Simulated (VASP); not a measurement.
Here is the system:

```
NaH
1.0
    0.00000     2.36108     2.36108
    2.36108     0.00000     2.36108
    2.36108     2.36108     0.00000
Na H
1 1
Direct
  0.00000   0.00000   0.00000
  0.50000   0.50000   0.50000
```

Computed with PBE GGA with D3 dispersion (Becke-Johnson damping), VASP's PBE PAW potentials (set 64) (plane waves; VASP 6.6.1). Settings: 520 eV cut-off, 9×9×9 Γ-centred mesh, Gaussian smearing of 0.050 eV, potentials Na_pv H.

Question: What does the run give for the energy per atom (σ→0)?

Answer: 
| Quantity | Value |
|---|---|
| energy per atom (σ→0) | -2.692 eV/atom |

Only differences to runs with the same potentials and settings are physical.

The compound is NaH in the rock salt structure. It was relaxed first, which changed the volume by -9 %. The start is the result of an earlier pass.
